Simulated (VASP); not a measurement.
A VASP calculation is set up with these files.

KPOINTS:
```
Automatic mesh
0
Gamma
6 6 6
0 0 0
```

### INCAR
```
SYSTEM = Si
PREC = Accurate
ENCUT = 400
EDIFF = 1E-3
NELM = 100
ALGO = Normal
LREAL = .FALSE.
LASPH = .TRUE.
ISMEAR = 0
SIGMA = 0.05
GGA = PE
LWAVE = .FALSE.
LCHARG = .FALSE.
ISIF = 3
IBRION = 2
NSW = 40
EDIFFG = -0.001
```

File POSCAR:
```
Si
1
    0.0000000000     2.7155000000     2.7155000000
    2.7155000000     0.0000000000     2.7155000000
    2.7155000000     2.7155000000     0.0000000000
Si
2
Direct
 -0.0128889707   0.0128889707   0.0313017860
  0.2500000000   0.2500000000   0.2500000000
```

POTCAR, in this order: Si (PBE.64 set). Program: vasp_std.

Question: One choice in this input is risky. Which, and does it do harm here?

Answer: The risk: EDIFF is too loose for the force threshold. Here it does no harm: the run (PBE GGA, plane waves, VASP's PBE PAW potentials (set 64)) converges to the same energy and pressure as with the safe setting.
File OSZICAR:
```
...
       N       E                     dE             d eps       ncg     rms          rms(c)
DAV:   1    -0.108260069313E+02    0.11716E-05   -0.10786E-05   920   0.228E-02    0.158E-03
DAV:   2    -0.108260069885E+02   -0.57235E-07   -0.12991E-06   904   0.100E-02
  19 F= -.10826007E+02 E0= -.10826007E+02  d E =-.126889E-04
       N       E                     dE             d eps       ncg     rms          rms(c)
DAV:   1    -0.108260070926E+02   -0.16134E-06   -0.19243E-06   896   0.944E-03    0.590E-04
DAV:   2    -0.108260070969E+02   -0.43403E-08   -0.13770E-07   896   0.315E-03
  20 F= -.10826007E+02 E0= -.10826007E+02  d E =-.127974E-04
       N       E                     dE             d eps       ncg     rms          rms(c)
DAV:   1    -0.108260146392E+02   -0.75466E-05   -0.16270E-04  1920   0.728E-02    0.821E-03
DAV:   2    -0.108260124747E+02    0.21645E-05   -0.75104E-06  1008   0.218E-02
  21 F= -.10826012E+02 E0= -.10826012E+02  d E =-.537775E-05
       N       E                     dE             d eps       ncg     rms          rms(c)
DAV:   1    -0.108260116642E+02    0.29750E-05   -0.40483E-04  2408   0.115E-01    0.133E-02
DAV:   2    -0.108260051458E+02    0.65184E-05   -0.16680E-05  1024   0.322E-02
  22 F= -.10826005E+02 E0= -.10826005E+02  d E =0.195115E-05
       N       E                     dE             d eps       ncg     rms          rms(c)
DAV:   1    -0.108260109828E+02    0.68133E-06   -0.16123E-04  1400   0.738E-02    0.753E-03
DAV:   2    -0.108260099815E+02    0.10013E-05   -0.99351E-06   904   0.252E-02
  23 F= -.10826010E+02 E0= -.10826010E+02  d E =-.288459E-05
       N       E                     dE             d eps       ncg     rms          rms(c)
DAV:   1    -0.108260123015E+02   -0.13187E-05   -0.41021E-05  1136   0.375E-02    0.435E-03
DAV:   2    -0.108260116571E+02    0.64442E-06   -0.27518E-06   920   0.136E-02
  24 F= -.10826012E+02 E0= -.10826012E+02  d E =-.456014E-05
       N       E                     dE             d eps       ncg     rms          rms(c)
DAV:   1    -0.108260114950E+02    0.80654E-06   -0.17945E-06   896   0.929E-03    0.966E-04
DAV:   2    -0.108260114788E+02    0.16192E-07   -0.21795E-07   896   0.375E-03
  25 F= -.10826011E+02 E0= -.10826011E+02  d E =-.438183E-05
       N       E                     dE             d eps       ncg     rms          rms(c)
DAV:   1    -0.108260114911E+02    0.38965E-08   -0.17665E-07   896   0.283E-03    0.331E-04
DAV:   2    -0.108260114896E+02    0.14398E-08   -0.20880E-08   896   0.121E-03
  26 F= -.10826011E+02 E0= -.10826011E+02  d E =-.439268E-05
       N       E                     dE             d eps       ncg     rms          rms(c)
DAV:   1    -0.108260114966E+02   -0.55543E-08   -0.10101E-07   896   0.191E-03    0.220E-04
DAV:   2    -0.108260114956E+02    0.10235E-08   -0.70579E-09   896   0.694E-04
  27 F= -.10826011E+02 E0= -.10826011E+02  d E =-.439866E-05
       N       E                     dE             d eps       ncg     rms          rms(c)
DAV:   1    -0.108260114970E+02   -0.40200E-09   -0.54020E-07   896   0.428E-03    0.475E-04
DAV:   2    -0.108260114911E+02    0.58983E-08   -0.34000E-08   896   0.150E-03
  28 F= -.10826011E+02 E0= -.10826011E+02  d E =-.439418E-05
```

The compound is Si in the diamond structure. In the starting cell atoms are displaced from their ideal sites.
